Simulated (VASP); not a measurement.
The input files of a VASP run:

### INCAR
```
SYSTEM = RuAl
PREC = Accurate
ENCUT = 400
EDIFF = 1E-6
NELM = 100
ALGO = Normal
LREAL = .FALSE.
LASPH = .TRUE.
ISMEAR = 1
SIGMA = 0.1
GGA = PE
LMAXMIX = 4
LWAVE = .FALSE.
LCHARG = .FALSE.
ISIF = 2
```

### POSCAR
```
RuAl
1
    0.0000000000     3.0498000000     0.0000000000
    3.0498000000     0.0000000000     0.0000000000
    0.0000000000     0.0000000000     3.0498000000
Al Ru
1 1
Direct
  0.5000000000   0.5000000000   0.5000000000
  0.0000000000   0.0000000000   0.0000000000
```

KPOINTS:
```
Automatic mesh
0
Gamma
9 9 9
0 0 0
```

POTCAR, in this order: Al Ru_pv (PBE.64 set). Program: vasp_std.

Output

standard output:
```
 -----------------------------------------------------------------------------
|                                                                             |
|     EEEEEEE  RRRRRR   RRRRRR   OOOOOOO  RRRRRR      ###     ###     ###     |
|     E        R     R  R     R  O     O  R     R     ###     ###     ###     |
|     E        R     R  R     R  O     O  R     R     ###     ###     ###     |
|     EEEEE    RRRRRR   RRRRRR   O     O  RRRRRR       #       #       #      |
|     E        R   R    R   R    O     O  R   R                               |
|     E        R    R   R    R   O     O  R    R      ###     ###     ###     |
|     EEEEEEE  R     R  R     R  OOOOOOO  R     R     ###     ###     ###     |
|                                                                             |
|     ERROR: the triple product of the basis vectors is negative exchange     |
|     two basis vectors                                                       |
|                                                                             |
|       ---->  I REFUSE TO CONTINUE WITH THIS SICK JOB ... BYE!!! <----       |
|                                                                             |
 -----------------------------------------------------------------------------
```

Task: Read the log: what went wrong, and how is it fixed?

Result: The cause: the lattice vectors form a left-handed set. VASP stops with an error: ERROR: the triple product of the basis vectors is negative exchange two basis vectors ----> I REFUSE TO CONTINUE WITH THIS SICK JOB ... BYE!!! <---- To mend it, correct POSCAR.
POSCAR:
```
RuAl
1
    3.0498000000     0.0000000000     0.0000000000
    0.0000000000     3.0498000000     0.0000000000
    0.0000000000     0.0000000000     3.0498000000
Al Ru
1 1
Direct
  0.5000000000   0.5000000000   0.5000000000
  0.0000000000   0.0000000000   0.0000000000
```
The mended run (PBE GGA, plane waves, VASP's PBE PAW potentials (set 64)) converges, and its OSZICAR ends with
```
   1 F= -.14217940E+02 E0= -.14217636E+02  d E =-.913457E-03
```

The compound is RuAl in the CsCl type structure. The cell was not relaxed at this level.
